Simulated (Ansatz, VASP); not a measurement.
# Ca3SiS in two plane-wave programs, part 2 of 2

Aim: how closely do two programs agree when they are given the same cell, functional and k mesh? The cell is generated by rule, not measured, and may not be a known phase. The cell is taken from a series of runs on this material, whose earlier steps may have relaxed, scaled, displaced or heated it; both programs get it as it stands.

VASP 6.6.1 and Ansatz 0.2.0.

So far: Set-up; Ansatz: zone-centre phonons, LDA; VASP: zone-centre phonons, LDA.

## 3. VASP: zone-centre phonons, LDA (continued)

Level of this step: LDA; plane waves and PAW (Si, S, Ca_sv); invented cell (VASP).

OUTCAR, selected parts (step 3):

```text
ion  position               nearest neighbor table
   1  0.000  0.000  0.000-
   2  0.500  0.500  0.500-   3 2.55   4 2.55   5 2.55   3 2.55   4 2.55   5 2.55
   3  0.500  0.500  0.000-   2 2.55   2 2.55
   4  0.500  0.000  0.500-   2 2.55   2 2.55
   5  0.000  0.500  0.500-   2 2.55   2 2.55

  LATTYP: Found a simple cubic cell.
 ALAT       =     5.1035223789

 Subroutine GETGRP returns: Found 48 space group operations
 (whereof 48 operations were pure point group operations)

The static configuration has the point symmetry O_h .

 Found     20 irreducible k-points:

   k-points           NKPTS =     20   k-points in BZ     NKDIM =     20   number of bands    NBANDS=     26

   dimension x,y,z NGX =    40 NGY =   40 NGZ =   40
   dimension x,y,z NGXF=    80 NGYF=   80 NGZF=   80

   ENCUT  =  500.0 eV  36.75 Ry    6.06 a.u.   9.30  9.30  9.30*2*pi/ulx,y,z

   NELECT =      40.0000    total number of electrons

 k-points in reciprocal lattice and weights: Automatic mesh
   0.00000000  0.00000000  0.00000000       0.005
   0.16666667  0.00000000  0.00000000       0.028
   0.33333333  0.00000000  0.00000000       0.028
   0.50000000  0.00000000  0.00000000       0.014
   0.16666667  0.16666667  0.00000000       0.056
   0.33333333  0.16666667  0.00000000       0.111
   0.50000000  0.16666667  0.00000000       0.056
   0.33333333  0.33333333  0.00000000       0.056
   0.50000000  0.33333333  0.00000000       0.056
[...]
0.50000000  0.50000000  0.33333333       0.028
   0.50000000  0.50000000  0.50000000       0.005

 average (electrostatic) potential at core
       1 -86.7225       2 -89.1833       3 -46.0653       4 -46.0653       5 -46.0653

  Total        0.1994601      0.1994601      0.1994601     -0.0000000      0.0000000     -0.0000000
  in kB        2.4041224      2.4041224      2.4041224     -0.0000000      0.0000000     -0.0000000
  external PRESSURE =       2.4041224 kB  Pullay stress =       0.0000000 kB

  energy-cutoff  :      500.00
  volume of cell :      132.93
      direct lattice vectors                 reciprocal lattice vectors
     5.103522379  0.000000000  0.000000000     0.195943101  0.000000000  0.000000000
     0.000000000  5.103522379  0.000000000     0.000000000  0.195943101  0.000000000
     0.000000000  0.000000000  5.103522379     0.000000000  0.000000000  0.195943101

 POSITION                                       TOTAL-FORCE (eV/Angst)
 -----------------------------------------------------------------------------------
      0.00000      0.00000      0.00000         0.000000      0.000000      0.000000
      2.55176      2.55176      2.55176         0.000000      0.000000      0.000000
      2.55176      2.55176      0.00000         0.000000      0.000000      0.000000
      2.55176      0.00000      2.55176         0.000000      0.000000      0.000000
      0.00000      2.55176      2.55176         0.000000      0.000000      0.000000
 -----------------------------------------------------------------------------------
    total drift:                               -0.000000     -0.000000     -0.000000

 Eigenvectors and eigenvalues of the dynamical matrix
 ----------------------------------------------------

   1 f  =   12.651415 THz    79.491182 2PiTHz  422.005765 cm-1    52.322023 meV
             X         Y         Z           dx          dy          dz
      0.000000  0.000000  0.000000    -0.000945   -0.016266    0.000000
      2.551761  2.551761  2.551761     0.040443    0.696475    0.000000
      2.551761  2.551761  0.000000     0.002919    0.050275    0.000000
      2.551761  0.000000  2.551761     0.002919   -0.711507    0.000000
      0.000000  2.551761  2.551761    -0.041315    0.050275    0.000000

   2 f  =   12.651415 THz    79.491182 2PiTHz  422.005765 cm-1    52.322023 meV
             X         Y         Z           dx          dy          dz
      0.000000  0.000000  0.000000    -0.016266    0.000945   -0.000000
      2.551761  2.551761  2.551761     0.696475   -0.040443   -0.000000
      2.551761  2.551761  0.000000     0.050275   -0.002919    0.000000
      2.551761  0.000000  2.551761     0.050275    0.041315   -0.000000
      0.000000  2.551761  2.551761    -0.711507   -0.002919   -0.000000

   3 f  =   12.651415 THz    79.491182 2PiTHz  422.005765 cm-1    52.322023 meV
             X         Y         Z           dx          dy          dz
      0.000000  0.000000  0.000000     0.000000    0.000000    0.016294
      2.551761  2.551761  2.551761    -0.000000    0.000000   -0.697648
      2.551761  2.551761  0.000000    -0.000000    0.000000    0.712706
      2.551761  0.000000  2.551761    -0.000000   -0.000000   -0.050360
      0.000000  2.551761  2.551761     0.000000    0.000000   -0.050360

   4 f  =    4.678882 THz    29.398281 2PiTHz  156.070694 cm-1    19.350291 meV
             X         Y         Z           dx          dy          dz
      0.000000  0.000000  0.000000     0.497652   -0.081704   -0.073792
      2.551761  2.551761  2.551761    -0.539983    0.088654    0.080069
      2.551761  2.551761  0.000000     0.286971   -0.047115    0.074050
      2.551761  0.000000  2.551761     0.286971    0.081991   -0.042552
      0.000000  2.551761  2.551761    -0.499397   -0.047115   -0.042552

   5 f  =    4.678882 THz    29.398281 2PiTHz  156.070694 cm-1    19.350291 meV
             X         Y         Z           dx          dy          dz
      0.000000  0.000000  0.000000    -0.075878   -0.007016   -0.503956
      2.551761  2.551761  2.551761     0.082333    0.007612    0.546823
      2.551761  2.551761  0.000000    -0.043755   -0.004046    0.505723
      2.551761  0.000000  2.551761    -0.043755    0.007040   -0.290607
      0.000000  2.551761  2.551761     0.076144   -0.004046   -0.290607

   6 f  =    4.678882 THz    29.398281 2PiTHz  156.070694 cm-1    19.350291 meV
             X         Y         Z           dx          dy          dz
      0.000000  0.000000  0.000000    -0.079770   -0.503044    0.019014
      2.551761  2.551761  2.551761     0.086555    0.545834   -0.020631
      2.551761  2.551761  0.000000    -0.045999   -0.290081   -0.019080
      2.551761  0.000000  2.551761    -0.045999    0.504808    0.010964
      0.000000  2.551761  2.551761     0.080050   -0.290081    0.010964

   7 f  =    1.345937 THz     8.456775 2PiTHz   44.895642 cm-1     5.566348 meV
             X         Y         Z           dx          dy          dz
      0.000000  0.000000  0.000000    -0.000000   -0.000000    0.000000
      2.551761  2.551761  2.551761    -0.000000    0.000000    0.000000
      2.551761  2.551761  0.000000     0.706467   -0.030066    0.000000
      2.551761  0.000000  2.551761    -0.706467    0.000000    0.000613
      0.000000  2.551761  2.551761    -0.000000    0.030066   -0.000613

   8 f  =    1.345937 THz     8.456775 2PiTHz   44.895642 cm-1     5.566348 meV
             X         Y         Z           dx          dy          dz
      0.000000  0.000000  0.000000     0.000000    0.000000    0.000000
      2.551761  2.551761  2.551761     0.000000    0.000000    0.000000
      2.551761  2.551761  0.000000    -0.025869   -0.614935    0.000000
      2.551761  0.000000  2.551761     0.025869    0.000000   -0.348118
      0.000000  2.551761  2.551761     0.000000    0.614935    0.348118

   9 f  =    1.345937 THz     8.456775 2PiTHz   44.895642 cm-1     5.566348 meV
             X         Y         Z           dx          dy          dz
      0.000000  0.000000  0.000000    -0.000000    0.000000    0.000000
      2.551761  2.551761  2.551761    -0.000000    0.000000    0.000000
      2.551761  2.551761  0.000000     0.015336    0.347780    0.000000
      2.551761  0.000000  2.551761    -0.015336    0.000000   -0.615478
      0.000000  2.551761  2.551761    -0.000000   -0.347780    0.615478

  10 f/i=    0.010237 THz     0.064322 2PiTHz    0.341476 cm-1     0.042338 meV
             X         Y         Z           dx          dy          dz
      0.000000  0.000000  0.000000    -0.374590    0.098386   -0.008656
      2.551761  2.551761  2.551761    -0.409208    0.107479   -0.009456
      2.551761  2.551761  0.000000    -0.457544    0.120174   -0.010552
      2.551761  0.000000  2.551761    -0.457544    0.119942   -0.010573
      0.000000  2.551761  2.551761    -0.456659    0.120174   -0.010573

  11 f/i=    0.010237 THz     0.064322 2PiTHz    0.341476 cm-1     0.042338 meV
             X         Y         Z           dx          dy          dz
      0.000000  0.000000  0.000000     0.098561    0.374561   -0.007894
      2.551761  2.551761  2.551761     0.107670    0.409176   -0.008623
      2.551761  2.551761  0.000000     0.120388    0.457508   -0.009623
      2.551761  0.000000  2.551761     0.120388    0.456623   -0.009642
      0.000000  2.551761  2.551761     0.120155    0.457508   -0.009642

  12 f/i=    0.010237 THz     0.064322 2PiTHz    0.341476 cm-1     0.042338 meV
             X         Y         Z           dx          dy          dz
      0.000000  0.000000  0.000000    -0.006364    0.009835    0.387215
      2.551761  2.551761  2.551761    -0.006953    0.010744    0.423000
      2.551761  2.551761  0.000000    -0.007774    0.012013    0.472049
      2.551761  0.000000  2.551761    -0.007774    0.011990    0.472964
      0.000000  2.551761  2.551761    -0.007759    0.012013    0.472964

  13 f/i=    2.661952 THz    16.725535 2PiTHz   88.793149 cm-1    11.008942 meV
             X         Y         Z           dx          dy          dz
      0.000000  0.000000  0.000000     0.021752   -0.081158    0.763429
      2.551761  2.551761  2.551761     0.004768   -0.017790    0.167342
      2.551761  2.551761  0.000000    -0.012253    0.045717    0.085579
      2.551761  0.000000  2.551761    -0.012253   -0.009098   -0.430047
      0.000000  2.551761  2.551761     0.002438    0.045717   -0.430047

  14 f/i=    2.661952 THz    16.725535 2PiTHz   88.793149 cm-1    11.008942 meV
             X         Y         Z           dx          dy          dz
      0.000000  0.000000  0.000000    -0.205266    0.735317    0.084018
      2.551761  2.551761  2.551761    -0.044994    0.161179    0.018417
      2.551761  2.551761  0.000000     0.115628   -0.414211    0.009418
      2.551761  0.000000  2.551761     0.115628    0.082427   -0.047328
      0.000000  2.551761  2.551761    -0.023010   -0.414211   -0.047328

  15 f/i=    2.661952 THz    16.725535 2PiTHz   88.793149 cm-1    11.008942 meV
             X         Y         Z           dx          dy          dz
      0.000000  0.000000  0.000000     0.739781    0.206413    0.000865
      2.551761  2.551761  2.551761     0.162158    0.045245    0.000190
      2.551761  2.551761  0.000000    -0.416726   -0.116275    0.000097
      2.551761  0.000000  2.551761    -0.416726    0.023138   -0.000487
      0.000000  2.551761  2.551761     0.082928   -0.116275   -0.000487

 ELASTIC MODULI CONTR FROM IONIC RELAXATION (kBar)
 Direction    XX          YY          ZZ          XY          YZ          ZX
 --------------------------------------------------------------------------------
 XX           0.0000      0.0000      0.0000      0.0000      0.0000      0.0000
 YY           0.0000      0.0000      0.0000      0.0000      0.0000      0.0000
 ZZ           0.0000      0.0000      0.0000      0.0000      0.0000      0.0000
 XY           0.0000      0.0000      0.0000      0.0000      0.0000      0.0000
 YZ           0.0000      0.0000      0.0000      0.0000      0.0000      0.0000
 ZX           0.0000      0.0000      0.0000      0.0000      0.0000      0.0000
 --------------------------------------------------------------------------------
```

## 4. Side by side

Known differences besides the potentials themselves: the two LDA forms differ slightly; the cutoff is 816.342 eV in Ansatz and 500 eV in VASP; VASP's log shows a relativistic correction to its local exchange, Ansatz's none; Ansatz's log warns that its cutoff lies below the recommended one. Total energies have different zeros and are not compared.

Both answers:

| quantity | Ansatz | VASP | difference |
| --- | --- | --- | --- |
| optical mode 1 to 3 (imaginary, printed as negative) (cm⁻¹) | -92.3 | -88.8 | -3.5 |
| optical mode 4 to 6 (cm⁻¹) | 41.0 | 44.9 | -3.8 |
| optical mode 7 to 9 (cm⁻¹) | 156.6 | 156.1 | +0.36 % |
| optical mode 10 to 12 (cm⁻¹) | 417.5 | 422.0 | -1.06 % |

Modes are paired by rising frequency, not by their patterns, so a pair may set unlike modes beside each other; they are those without the splitting of longitudinal modes.

## 5. Results

```
r.m.s. difference of the optical zone-centre modes, each program's sorted by frequency (zone-centre phonons, LDA) : 3.4 cm⁻¹
difference in optical mode 10 to 12 (zone-centre phonons, LDA)                                                    : -1.1 %
```

The r.m.s. difference of the optical zone-centre modes, each program's sorted by frequency is 3.4 cm⁻¹ (zone-centre phonons, LDA). Among the rows given in per cent, the largest difference of the zone-centre phonons, LDA pair is in optical mode 10 to 12, -1.1 %. How closely two codes agree says nothing of how well the functional describes the real material.

[Lines on the potential files, build, host, timing and source positions are cut from VASP's logs without a mark.]

[Logs are printed without paths, hosts, clocks, repeated set-up lines and the standing remarks that a program may print on its own settings, such as how far it seeks lower states.]

[Hosts, paths, dates, database ids (printed as entryN), source tags and the programs' standing remarks are cut or masked in the printed files.]
